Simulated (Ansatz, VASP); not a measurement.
Two plane-wave programs on ZrTi4

Contents of INCAR:

```
ALGO = Normal
EDIFF = 1E-6
EDIFFG = -0.01
ENCUT = 600
GGA = PE
IBRION = 2
ISIF = 3
ISMEAR = 0
LASPH = True
LCHARG = False
LREAL = False
LWAVE = False
NELM = 100
NSW = 100
PREC = Accurate
SIGMA = 0.1
```

KPOINTS

```
k-points
0
Gamma
  8 8 8
```

Contents of POSCAR:

```
ZrTi4
1.0
    4.7502021327      0.0000000000      0.0000000000
    0.0000000000      4.7502021327      0.0000000000
    0.0000000000      0.0000000000      4.7502021327
Zr Ti
1 4
Direct
    0.5000000000      0.5000000000      0.5000000000
    0.0000000000      0.5000000000      0.5000000000
    0.5000000000      0.0000000000      0.5000000000
    0.5000000000      0.5000000000      0.0000000000
    0.0000000000      0.0000000000      0.0000000000
```

Input for Ansatz:

```yaml
crystal:
  lattice:
    - [4.7502021327, 0.0, 0.0]
    - [0.0, 4.7502021327, 0.0]
    - [0.0, 0.0, 4.7502021327]
  atoms:
    - { symbol: Zr, position: [0.5, 0.5, 0.5] }
    - { symbol: Ti, position: [0.0, 0.5, 0.5] }
    - { symbol: Ti, position: [0.5, 0.0, 0.5] }
    - { symbol: Ti, position: [0.5, 0.5, 0.0] }
    - { symbol: Ti, position: [0.0, 0.0, 0.0] }
basis:
  ecutwfc: 420
kpoints:
  mp_grid: { grid: [8, 8, 8] }
hamiltonian:
  xc: pbe
scf:
  occupations: { method: gaussian, width: 0.1 }
output:
  forces: true
  stress: true
  eigenvalues: true
  write_density: true
  write_potential: true
  elf: true
  volumetric_format: npy
relax:
  adjacent_minimum: "off"
  f_tol: 0.01
  max_steps: 80
  cell: { stress_tol: 0.05 }
```

Alike in both runs: task relaxation of cell and atoms; functional PBE; k mesh 8 × 8 × 8; occupations gaussian, width 0.1 eV; no spin polarisation.

|  | VASP | Ansatz |
| --- | --- | --- |
| version | VASP 6.6.1 | Ansatz 0.2.0 |
| potentials or method | VASP PAW PBE potentials, release 64 (Zr_sv, Ti_sv) | scalar-relativistic, plane waves, PAW |
| plane-wave cutoff (eV) | 600 | 420 |
| valence electrons in the cell | 60 | 60 |

```csv
,VASP,Ansatz,Ansatz less VASP
"gap on the k mesh at the Fermi level, each at its own relaxed structure (eV)",none,none,-
relaxed volume (Å³/atom),21.36,21.32,-0.046
relaxed cell length with the largest relative difference (Å),4.745,4.741,-0.0034
```

A gap of «none» marks a metal or a gap that the smearing closes.
